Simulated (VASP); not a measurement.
These are PBE GGA with D3 dispersion (Becke-Johnson damping), VASP's PBE PAW potentials (set 64) (plane waves; VASP) values and carry that method's errors.

The input files of a VASP run:

INCAR:
```
! general
SYSTEM =Tm
PREC   =Accurate
ENCUT  =520   ! plane-wave cut-off (eV)
LREAL  =.FALSE.
LASPH  =.TRUE.

! electronic loop
EDIFF  =1E-7   ! SCF stop (eV)
NELM   =100
ALGO   =Normal   ! blocked Davidson
LMAXMIX=6   ! l cut-off of mixed one-centre charges

! smearing
ISMEAR =1
SIGMA  =0.1

! functional
GGA    =PE   ! PBE
IVDW   =12   ! D3, Becke-Johnson

! ions
IBRION =2   ! conjugate gradients
NSW    =30   ! most ionic steps
ISIF   =4
EDIFFG =-0.01   ! ionic stop

! output
LWAVE  =.FALSE.
LCHARG =.FALSE.
```

POSCAR:
```
Tm
1.0
  1.7919653566  -3.1037751135   0.0000000000
  1.7919653566   3.1037751135   0.0000000000
  0.0000000000   0.0000000000   5.5413297850
Tm
2
direct
  0.3333330000   0.6666670000   0.2500000000
  0.6666670000   0.3333330000   0.7500000000
```

### KPOINTS
```
K-points
0
G
  12 12 7
```

POTCAR, in this order: Tm_3 (PBE.64 set). Program: vasp_std.

The run wrote:

**OSZICAR**
```
       N       E                     dE             d eps       ncg     rms          rms(c)
DAV:   1     0.643740644839E+02    0.64374E+02   -0.84838E+03  1976   0.130E+03
DAV:   2    -0.438193648918E+01   -0.68756E+02   -0.67711E+02  2052   0.399E+02
DAV:   3    -0.882227721271E+01   -0.44403E+01   -0.40721E+01  3276   0.622E+01
DAV:   4    -0.894319550579E+01   -0.12092E+00   -0.11838E+00  3121   0.836E+00
DAV:   5    -0.894547308676E+01   -0.22776E-02   -0.19383E-02  2822   0.851E-01    0.235E+01
DAV:   6    -0.893760913800E+01    0.78639E-02   -0.34769E-02  3120   0.221E+00    0.140E+01
DAV:   7    -0.894899704222E+01   -0.11388E-01   -0.61487E-02  3027   0.288E+00    0.377E-01
DAV:   8    -0.894874088587E+01    0.25616E-03   -0.35917E-03  2586   0.541E-01    0.897E-02
DAV:   9    -0.894875935382E+01   -0.18468E-04   -0.26450E-04  3270   0.172E-01    0.316E-02
DAV:  10    -0.894875209288E+01    0.72609E-05   -0.31323E-05  2879   0.509E-02    0.415E-02
DAV:  11    -0.894875277952E+01   -0.68664E-06   -0.33345E-06  2596   0.175E-02    0.257E-03
DAV:  12    -0.894875304456E+01   -0.26504E-06   -0.28084E-07  1856   0.593E-03    0.860E-04
DAV:  13    -0.894875302806E+01    0.16500E-07   -0.45546E-08  1483   0.378E-03
   1 F= -.95994217E+01 E0= -.95988133E+01  d E =-.959942E+01
       N       E                     dE             d eps       ncg     rms          rms(c)
DAV:   1    -0.894919211304E+01   -0.43907E-03   -0.13507E-02  2146   0.917E-01    0.908E-02
DAV:   2    -0.894900567832E+01    0.18643E-03   -0.49057E-04  3010   0.290E-01    0.512E-02
DAV:   3    -0.894890356615E+01    0.10211E-03   -0.10783E-04  2946   0.100E-01    0.263E-02
DAV:   4    -0.894890392117E+01   -0.35501E-06   -0.19504E-05  2893   0.361E-02    0.112E-02
DAV:   5    -0.894890369851E+01    0.22265E-06   -0.55895E-07  2378   0.804E-03    0.124E-03
DAV:   6    -0.894890363760E+01    0.60914E-07   -0.97605E-08  1527   0.287E-03
   2 F= -.95995622E+01 E0= -.95989836E+01  d E =-.140480E-03
       N       E                     dE             d eps       ncg     rms          rms(c)
DAV:   1    -0.894902641998E+01   -0.12272E-03   -0.44628E-03  2116   0.527E-01    0.520E-02
DAV:   2    -0.894896519642E+01    0.61224E-04   -0.16254E-04  2979   0.167E-01    0.295E-02
DAV:   3    -0.894893117015E+01    0.34026E-04   -0.35962E-05  2953   0.580E-02    0.152E-02
DAV:   4    -0.894893130415E+01   -0.13400E-06   -0.64905E-06  2896   0.208E-02    0.648E-03
DAV:   5    -0.894893119033E+01    0.11383E-06   -0.14987E-07  1423   0.462E-03    0.678E-04
DAV:   6    -0.894893116080E+01    0.29528E-07   -0.49265E-08  1213   0.302E-03
   3 F= -.95995850E+01 E0= -.95990219E+01  d E =-.163298E-03
```

**OUTCAR**
```
------------------------ aborting loop because EDIFF is reached ----------------------------------------
 Edisp (eV)   -0.65065
  FORCE on cell =-STRESS in cart. coord.  units (eV):
  Direction    XX          YY          ZZ          XY          YZ          ZX
  --------------------------------------------------------------------------------------
  Total      -0.90022    -0.90022    -0.89930     0.00000     0.00000     0.00000
  in kB     -23.39886   -23.39886   -23.37489     0.00000     0.00000     0.00000
  external pressure =      -23.39 kB  Pullay stress =        0.00 kB
  volume of cell :       61.64
      direct lattice vectors                 reciprocal lattice vectors
     1.789398611 -3.099329375 -0.000000000     0.279423487 -0.161325222  0.000000000
     1.789398611  3.099329375  0.000000000     0.279423487  0.161325222  0.000000000
    -0.000000000  0.000000000  5.557238361     0.000000000 -0.000000000  0.179945494
 POSITION                                       TOTAL-FORCE (eV/Angst)
 -----------------------------------------------------------------------------------
      1.78940      1.03311      1.38931        -0.000000     -0.000000      0.000000
      1.78940     -1.03311      4.16793         0.000000      0.000000      0.000000
 -----------------------------------------------------------------------------------
    total drift:                               -0.000001      0.000072     -0.000012
  FREE ENERGIE OF THE ION-ELECTRON SYSTEM (eV)
  ---------------------------------------------------
  free  energy   TOTEN  =        -9.5995850335 eV

  energy  without entropy=       -9.5978957428  energy(sigma->0) =       -9.59902194

 reached required accuracy - stopping structural energy minimisation
```
(Selected blocks of OUTCAR.)

### CONTCAR
```
Tm
   1.00000000000000
     1.7893986112109939   -3.0993293749662008   -0.0000000000000000
     1.7893986112109939    3.0993293749662008    0.0000000000000000
    -0.0000000000000000    0.0000000000000000    5.5572383607806621
  Tm
     2
Direct
     0.3333330000000032    0.6666669999999968    0.2500000000000000
     0.6666669999999968    0.3333330000000032    0.7500000000000000
```

**OUTCAR**
```
 val. band max:        2.8009064287   @ k =   0.3333   0.0833   0.4286

 cond. band min:       2.8111344511   @ k =   0.3333   0.1667   0.4286


 Fermi energy:         2.8009466965

 k-point     1 :       0.0000    0.0000    0.0000
  band No.  band energies     occupation
      1     -22.9045      2.00000
      2     -22.4646      2.00000
      3     -22.4646      2.00000
      4     -22.3741      2.00000
      5     -22.3741      2.00000
      6     -22.3303      2.00000
      7      -2.8317      2.00000
      8       0.5460      2.00000
      9       3.6847     -0.00000
     10       4.7969     -0.00000
     11       4.7969     -0.00000
     12       5.2583      0.00000
     13       5.5159      0.00000

 k-point     2 :       0.0833   -0.0000    0.0000
  band No.  band energies     occupation
      1     -22.8929      2.00000
      2     -22.4870      2.00000
      3     -22.4725      2.00000
      4     -22.3979      2.00000
      5     -22.3769      2.00000
      6     -22.3361      2.00000
      7      -2.6713      2.00000
      8       0.7052      2.00000
      9       3.5392     -0.00000
     10       4.4000     -0.00000
     11       4.9487      0.00000
     12       5.3053      0.00000
     13       5.5514      0.00000

 k-point     3 :       0.1667    0.0000    0.0000
  band No.  band energies     occupation
      1     -22.8597      2.00000
      2     -22.5482      2.00000
      3     -22.4933      2.00000
      4     -22.4616      2.00000
      5     -22.3853      2.00000
      6     -22.3537      2.00000
      7      -2.2086      2.00000
      8       1.1389      2.00000
      9       3.1708     -0.00000
     10       3.7744     -0.00000
     11       4.8456      0.00000
     12       5.3186      0.00000
     13       5.3990      0.00000

 k-point     4 :       0.2500    0.0000    0.0000
  band No.  band energies     occupation
      1     -22.8095      2.00000
      2     -22.6324      2.00000
      3     -22.5454      2.00000
...
```

The 4f electrons are frozen in the core of the lanthanide potential, so 4f levels, which can set the real gap, and their magnetism are missing.

The compound is Tm in the hcp structure. This cell is one point of a volume scan, at 1.06 of the reference volume. Symmetry was kept, so distortions that lower it aren't found.
